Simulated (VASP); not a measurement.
An input for Quantum ESPRESSO's pw.x (written as the equivalent of a VASP run, and not itself run):

```
&CONTROL
  calculation = 'vc-relax'
  pseudo_dir = './pseudo'
  outdir = './out'
  tprnfor = .true.
  tstress = .true.
  nstep = 30
  forc_conv_thr = 0.00039
/
&SYSTEM
  ibrav = 0
  nat = 2
  ntyp = 1
  ecutwfc = 74
  occupations = 'smearing'
  smearing = 'methfessel-paxton'
  degauss = 0.00735
  input_dft = 'pbe'
  vdw_corr = 'grimme-d3'
  dftd3_version = 4
  dftd3_threebody = .false.
/
&ELECTRONS
  conv_thr = 7.3e-09
  electron_maxstep = 100
/
&IONS
/
&CELL
  cell_dofree = 'shape'
/
ATOMIC_SPECIES
  Os 190.230 Os.upf
CELL_PARAMETERS angstrom
     1.3689231   -2.3710441    0.0000000
     1.3689231    2.3710441    0.0000000
     0.0000000    0.0000000    4.3179841
ATOMIC_POSITIONS crystal
  Os   0.3333330  0.6666670  0.2500000
  Os   0.6666670  0.3333330  0.7500000
K_POINTS automatic
  15 15 9 0 0 0
```

Q: Write the VASP files for the same calculation (PBE-D3(BJ)).

A: This is not unique; one that fits is 
KPOINTS:
```
Automatic
0
gamma
15 15 9
```

INCAR:
```
! general
SYSTEM  = Os
PREC    = Accurate
ENCUT   = 520
LREAL   = .FALSE.
LASPH   = .TRUE.

! electronic loop
EDIFF   = 1E-7
NELM    = 100
ALGO    = Normal
LMAXMIX = 6

! smearing
ISMEAR  = 1
SIGMA   = 0.1

! functional
GGA     = PE
IVDW    = 12

! ions
IBRION  = 2
NSW     = 30
ISIF    = 4
EDIFFG  = -0.01

! output
LWAVE   = .FALSE.
LCHARG  = .FALSE.
```

### POSCAR
```
Os
1
    1.3689231460    -2.3710440852     0.0000000000
    1.3689231460     2.3710440852     0.0000000000
    0.0000000000     0.0000000000     4.3179841392
Os
2
Direct
  0.3333330000   0.6666670000   0.2500000000
  0.6666670000   0.3333330000   0.7500000000
```

POTCAR, in this order: Os (PBE.64 set). Program: vasp_std.

The two are equivalent in intent, not identical: the potentials are each code's own (VASP's PAW set, PseudoDojo norm-conserving files in pw.x), so ENCUT and ecutwfc are chosen apart and not converted; conv_thr bounds pw.x's estimated SCF error, while EDIFF bounds the energy change between steps; forc_conv_thr acts on force components and is met together with etot_conv_thr.

The compound is Os in the hcp structure. This run relaxes it. Symmetry was kept, so distortions that lower it aren't found.
